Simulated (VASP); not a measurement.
Write the native input for VASP 6.6.1 that does the following.

* Task: dielectric tensor
* Functional: PBE
* Potentials or basis: VASP PAW PBE potentials, release 64 (Hf_pv, In_d, Si, O)
* Cutoff: 520 eV
* k mesh: 5 × 5 × 4
* Occupations: gaussian, width 0.02 eV
* Spin: no spin polarisation
* Further INCAR settings: ALGO = Fast; EDIFF = 1e-08

The structure of HfIn4SiO6 lies in POSCAR:

```
HfIn4SiO6
1.0
    5.6986700000      0.0038100000      0.0155900000
   -0.7050600000      6.1081500000     -0.0057500000
   -2.7371800000     -1.3955700000      6.6307600000
Hf In Si O
1 4 1 6
Direct
    0.1179300000      0.0155600000      0.1329200000
    0.3884200000      0.9990100000      0.7289100000
    0.7586500000      0.0084200000      0.4958600000
    0.2346100000      0.4884100000      0.5330000000
    0.5964900000      0.4821100000      0.2052800000
    0.8677800000      0.4402900000      0.8554400000
    0.5531600000      0.3873800000      0.7929000000
    0.9345400000      0.3848300000      0.6559600000
    0.9841400000      0.2621800000      0.0034700000
    0.9908300000      0.6980600000      0.9845200000
    0.0866500000      0.0649300000      0.3937400000
    0.4868000000      0.1088300000      0.2179900000
```

The cell was built by a generator and needn't be a form met in nature.

These files were run (other wordings do the same):

INCAR

```
ALGO = Fast
EDIFF = 1E-8
ENCUT = 520
GGA = PE
ISIF = 2
ISMEAR = 0
KPAR = 4
LASPH = T
LCHARG = F
LEPSILON = T
LREAL = F
LWAVE = F
NELM = 60
PREC = Accurate
SIGMA = 0.02
```

KPOINTS

```
k-points
0
Gamma
  5 5 4
```

Potentials or basis: VASP PAW PBE potentials, release 64 (Hf_pv, In_d, Si, O).

Launch:

```bash
$ cat potpaw_PBE.64/Hf_pv/POTCAR potpaw_PBE.64/In_d/POTCAR potpaw_PBE.64/Si/POTCAR potpaw_PBE.64/O/POTCAR > POTCAR
$ mpirun -np 4 vasp_std > vasp.out
```

Results of the run:

```
Band gap on the k mesh                  : 0.88 eV, indirect (least direct gap 1.16 eV)
Electronic dielectric tensor (diagonal) : 9.09, 6.66, 6.57
Born charges (mean of the diagonal)     : Hf +4.80; In +1.77, +1.80, +1.73, +2.02; Si +3.91; O -2.71, -2.48, -2.66, -2.57, -3.03, -2.58 e
```

Caveat: spin-orbit coupling is left out, which moves the levels of the heavy elements; an odd mesh through Γ misses points on the zone boundary, where band edges often lie.

It took 62 min on 4 MPI ranks on AMD EPYC 7R13 Processor (Zen 3), on a shared host, peak memory 1.9 GiB a rank.
